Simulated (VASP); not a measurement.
# CsLiCr2Te2S3 (P1) in VASP: notebook

The runs below take CsLiCr2Te2S3 through atomic charges, electron localisation function, with PBE.

All numbers are computed with VASP 6.6.1; they aren't measurements. Logs are shortened: lines on timing, memory, paths and dates and some standing lists are left out, and cuts for length are marked.

## 1. The crystal as given

The typed cell holds 9 atoms: a = 6.108 Å, b = 6.358 Å, c = 7.995 Å, α = 101.14°, β = 99.87°, γ = 111.27°.

The cell was built by a generator and needn't be a form met in nature.

## 2. Atomic charges, PBE, collinear spin, ferromagnetic start

Input file INCAR:

```
SYSTEM = CsLiCr2Te2S3
PREC = Accurate
ENCUT = 520
EDIFF = 1E-7
ISMEAR = -1
SIGMA = 0.05
LREAL = .FALSE.
LASPH = .TRUE.
NELM = 120
ALGO = Fast
ISIF = 2
LWAVE = .FALSE.
LCHARG = .FALSE.
ISPIN = 2
MAGMOM = 0 0 3 3 0 0 0 0 0
LORBIT = 11
LMAXMIX = 4
GGA = PE
KPAR = 4
```

Input file KPOINTS:

```
regular mesh
0
G
  5 5 4
  0 0 0
```

Input file POSCAR:

```
CsLiCr2Te2S3
1.0
    6.1079200000     -0.0188600000      0.0058100000
   -2.2882200000      5.9315100000      0.0033300000
   -1.3846200000     -2.1939500000      7.5626000000
Cs Li Cr Te S
1 1 2 2 3
Direct
    0.0634800000      0.1017800000      0.9939400000
    0.5702600000      0.5814300000      0.5740300000
    0.0780100000      0.5013800000      0.5799000000
    0.4316200000      0.0297200000      0.5372200000
    0.5445800000      0.7673200000      0.2819800000
    0.0114300000      0.6593200000      0.2990200000
    0.7780000000      0.3713300000      0.7077300000
    0.3940200000      0.8250800000      0.7487500000
    0.1960500000      0.2300900000      0.4864600000
```

Potentials or basis: VASP PAW PBE potentials, release 64 (Cs_sv, Li_sv, Cr_pv, Te, S).

On the command line:

```bash
$ cat potpaw_PBE.64/Cs_sv/POTCAR potpaw_PBE.64/Li_sv/POTCAR potpaw_PBE.64/Cr_pv/POTCAR potpaw_PBE.64/Te/POTCAR potpaw_PBE.64/S/POTCAR > POTCAR
$ mpirun -np 4 vasp_std > vasp.out
```

OUTCAR:

```text
SYSTEM = CsLiCr2Te2S3
   PREC = Accurate
   ENCUT = 520
   EDIFF = 1E-7
   ISMEAR = -1
   LREAL = .FALSE.
   LASPH = .TRUE.
   NELM = 120
   ISIF = 2
   ISPIN = 2
   LORBIT = 11
   GGA = PE

 ion  position               nearest neighbor table
   1  0.063  0.102  0.994-
   2  0.570  0.581  0.574-   9 2.42   7 2.42   8 2.53   5 2.82   3 2.87
   3  0.078  0.501  0.580-   9 2.15   8 2.22   7 2.23   6 2.66   2 2.87
   4  0.432  0.030  0.537-   9 2.28   8 2.32   7 2.36   5 2.73   6 2.82
   5  0.545  0.767  0.282-   4 2.73   2 2.82   6 3.11   6 3.15
   6  0.011  0.659  0.299-   3 2.66   4 2.82   5 3.11   5 3.15
   7  0.778  0.371  0.708-   3 2.23   4 2.36   2 2.42
   8  0.394  0.825  0.749-   3 2.22   4 2.32   2 2.53
   9  0.196  0.230  0.486-   3 2.15   4 2.28   2 2.42

  LATTYP: Found a triclinic cell.
 ALAT       =     7.0391492137
 B/A-ratio  =     2.2477581351
 C/A-ratio  =     1.2473194634
 COS(alpha) =     0.0034065765
 COS(beta)  =     0.5073740706
 COS(gamma) =     0.8166993666

  Lattice vectors:

 A1 = (  -3.8197000000,  -5.9126500000,  -0.0091400000)
 A2 = ( -11.3122400000,  -8.0877400000,   7.5476500000)
 A3 = (  -2.4350800000,  -3.7187000000,  -7.5717400000)

Analysis of symmetry for initial positions (statically):
=====================================================================
 Subroutine PRICEL returns:
 Original cell was already a primitive cell.

 Routine SETGRP: Setting up the symmetry group for a
 triclinic supercell.

 Subroutine GETGRP returns: Found  1 space group operations
 (whereof  1 operations were pure point group operations)
 out of a pool of  2 trial point group operations.

The static configuration has the point symmetry C_1 .

Analysis of symmetry for dynamics (positions and initial velocities):
=====================================================================
 Subroutine PRICEL returns:
 Original cell was already a primitive cell.

 Routine SETGRP: Setting up the symmetry group for a
 triclinic supercell.

 Subroutine GETGRP returns: Found  1 space group operations
 (whereof  1 operations were pure point group operations)
 out of a pool of  2 trial point group operations.

The dynamic configuration has the point symmetry C_1 .

Analysis of structural, dynamic, and magnetic symmetry:
=====================================================================
 Subroutine PRICEL returns:
 Original cell was already a primitive cell.

 Routine SETGRP: Setting up the symmetry group for a
 triclinic supercell.
[... 165 lines left out ...]
  free energy    TOTEN  =       -46.12751788 eV

  energy without entropy =      -46.09539437  energy(sigma->0) =      -46.11145612

 E-fermi :   3.0057     XC(G=0):  -8.0833

 val. band max:        3.0036251781   @ k =   0.2000   0.2000   0.2500
 cond. band min:       3.0096545223   @ k =  -0.2000  -0.2000   0.2500
 fundamental gap:      0.0060293442
 Fermi energy:         3.0056667080

 spin component 1

 k-point     1 :       0.0000    0.0000    0.0000
  band No.  band energies     occupation
      1     -42.8675      1.00000
      2     -41.5229      1.00000
      3     -41.4776      1.00000
      4     -41.4618      1.00000
      5     -41.4144      1.00000
      6     -41.4120      1.00000
[... 1069 lines left out ...]
     41       5.5074      0.00000
     42       6.6471      0.00000

 [... further k-points ...]

 spin component 2

 k-point     1 :       0.0000    0.0000    0.0000
  band No.  band energies     occupation
      1     -42.8652      1.00000
      2     -39.0853      1.00000
      3     -38.9516      1.00000
      4     -38.7023      1.00000
      5     -38.5773      1.00000
      6     -38.5164      1.00000
[... 1069 lines left out ...]
     41       5.9713      0.00000
     42       7.0233      0.00000

 [... further k-points ...]

------------------------ aborting loop because EDIFF is reached ----------------------------------------

  FORCE on cell =-STRESS in cart. coord.  units (eV):
  Direction    XX          YY          ZZ          XY          YZ          ZX
  --------------------------------------------------------------------------------------
  -------------------------------------------------------------------------------------
  Total        0.4299900     -0.2647620     -0.3825934      0.0243366      0.0079897      0.0384861
  in kB        2.5163088     -1.5493915     -2.2389431      0.1424182      0.0467558      0.2252214
  external PRESSURE =      -0.4240086 kB  Pullay stress =       0.0000000 kB

 VOLUME and BASIS-vectors are now :
 -----------------------------------------------------------------------------
  energy-cutoff  :      520.00
  volume of cell :      273.78
      direct lattice vectors                 reciprocal lattice vectors
     6.107920000 -0.018860000  0.005810000     0.163870997  0.063189970  0.048334527
    -2.288220000  5.931510000  0.003330000     0.000474406  0.168746616  0.049041138
    -1.384620000 -2.193950000  7.562600000    -0.000126103 -0.000122849  0.132170929

 POSITION                                       TOTAL-FORCE (eV/Angst)
 -----------------------------------------------------------------------------------
     -1.22139     -1.57814      7.51748         0.002126      0.001114     -0.003795
      1.35785      2.17861      4.34641         0.001758      0.008894     -0.005232
     -1.47373      1.70020      4.38767        -0.022048      0.040256     -0.039324
      1.82445     -1.01049      4.06539         0.019243     -0.054165     -0.085290
      1.18002      3.92245      2.13822         0.019480      0.080842      0.063112
     -1.85288      3.25451      2.26363        -0.029710     -0.066182      0.101116
      2.92234      0.63515      5.35804         0.010411      0.012275     -0.010447
     -0.51806      3.24382      5.66753        -0.005487     -0.004146     -0.020143
     -0.00260      0.29381      3.68081         0.004227     -0.018888      0.000004
 -----------------------------------------------------------------------------------
    total drift:                                0.000497      0.000600     -0.000091

  FREE ENERGIE OF THE ION-ELECTRON SYSTEM (eV)
  ---------------------------------------------------
  free  energy   TOTEN  =       -46.1275178768 eV

  energy  without entropy=      -46.0953943670  energy(sigma->0) =      -46.11145612

 total charge

# of ion       s       p       d       tot
------------------------------------------
    1        1.832   4.705   0.023   6.560
    2        2.018   0.055   0.000   2.073
    3        0.340   6.289   4.177  10.806
    4        0.285   6.242   4.110  10.637
    5        1.391   1.948   0.024   3.363
    6        1.396   1.930   0.035   3.361
    7        1.335   2.404   0.000   3.738
    8        1.340   2.393   0.000   3.732
    9        1.344   2.403   0.000   3.746
--------------------------------------------------
tot         11.279  28.368   8.369  48.017

 magnetization (x)

# of ion       s       p       d       tot
------------------------------------------
    1        0.000  -0.000   0.001   0.001
    2        0.000   0.000   0.000   0.001
    3        0.036   0.027   2.463   2.525
    4        0.037   0.032   2.829   2.898
    5       -0.002  -0.061   0.002  -0.060
    6       -0.004  -0.109   0.004  -0.109
    7       -0.002  -0.059   0.000  -0.062
    8       -0.003  -0.081   0.000  -0.084
    9       -0.001  -0.112   0.000  -0.113
--------------------------------------------------
tot          0.062  -0.364   5.300   4.997
```

OSZICAR:

```text
N       E                     dE             d eps       ncg     rms          rms(c)
DAV:   1     0.548028565046E+03    0.54803E+03   -0.30086E+04  9696   0.139E+03
DAV:   2     0.994513429917E+01   -0.53808E+03   -0.52075E+03 10136   0.329E+02
DAV:   3    -0.481623641701E+02   -0.58107E+02   -0.57142E+02 12292   0.103E+02
[... 26 lines left out ...]
RMM:  30    -0.461275173038E+02   -0.27007E-06   -0.30049E-06 10364   0.628E-03    0.410E-04
RMM:  31    -0.461275175040E+02   -0.20019E-06   -0.22913E-06 10115   0.583E-03    0.437E-04
RMM:  32    -0.461275176431E+02   -0.13911E-06   -0.16431E-06  9628   0.548E-03    0.380E-04
RMM:  33    -0.461275177469E+02   -0.10384E-06   -0.12769E-06  9303   0.524E-03    0.385E-04
RMM:  34    -0.461275178224E+02   -0.75466E-07   -0.10154E-06  9437   0.508E-03    0.945E-05
RMM:  35    -0.461275178768E+02   -0.54442E-07   -0.75386E-07  8950   0.492E-03
   1 F= -.46127518E+02 E0= -.46111456E+02  d E =-.321235E-01  mag=     5.4163
```

stdout:

```text
POSCAR found type information on POSCAR CsLiCrTeS
 POSCAR found :  5 types and       9 ions
 scaLAPACK will be used
 LDA part: xc-table for (Slater+PW92), standard interpolation
 POSCAR, INCAR and KPOINTS ok, starting setup
[... 63 lines left out ...]
 num prob WARNING in EDDRMM: call to ZHEGV failed, returncode =   8  4     22
WARNING in EDDRMM: call to ZHEGV failed, returncode =   8  4     34
 num prob  num prob  num prob  num prob  num prob  num prob  num prob WARNING in EDDRMM: call to ZHEGV failed, returncode =   8  4     29
WARNING in EDDRMM: call to ZHEGV failed, returncode =   8  4     30
 num prob  num prob  num prob  num prob  num prob RMM:  33    -0.461275177469E+02   -0.10384E-06   -0.12769E-06  9303   0.524E-03    0.385E-04
 num prob  num prob  num prob  num prob  num prob  num prob  num prob  num prob  num prob WARNING in EDDRMM: call to ZHEGV failed, returncode =   8  4     29
 num prob  num prob WARNING in EDDRMM: ca
```

Run time: 10 min. Hardware: 4 MPI ranks of AMD EPYC 9R45 (Zen 5), shared host; peak memory 1.1 GiB.

Results:

```yaml
Free_energy: -46.1275 eV
Largest_force: 0.124 eV/Å
Band_gap_on_the_k_mesh: none (metal or under the smearing width)
Net_moment: 5.42 μB per cell
Site_moments: Cs +0.00; Li +0.00; Cr +2.52, +2.90; Te -0.06, -0.11; S -0.06, -0.08, -0.11 μB
Valence_electrons_inside_the_program's_atomic_spheres: Cs 6.56; Li 2.07; Cr 10.81, 10.64; Te 3.36; S 3.74, 3.73, 3.75
```

Forces in eV/Å, atoms in the order of the input:
```
Cs   0.002  0.001 -0.004
Li   0.002  0.009 -0.005
Cr  -0.022  0.040 -0.039
Cr   0.019 -0.054 -0.085
Te   0.019  0.081  0.063
Te  -0.030 -0.066  0.101
S    0.010  0.012 -0.010
S   -0.005 -0.004 -0.020
S    0.004 -0.019  0.000
```

Caveat: the cutoff is under 1.25 times the usual one of these potentials, so pressure, stress and relaxed cells hold a basis-set (Pulay) error; only a ferromagnetic start was run, and an antiferromagnetic order may lie lower in energy. With open d or f shells a metallic result of PBE can be an artefact of self-interaction; +U or a hybrid may open a gap.

(Part 1 of 2 ends here.)
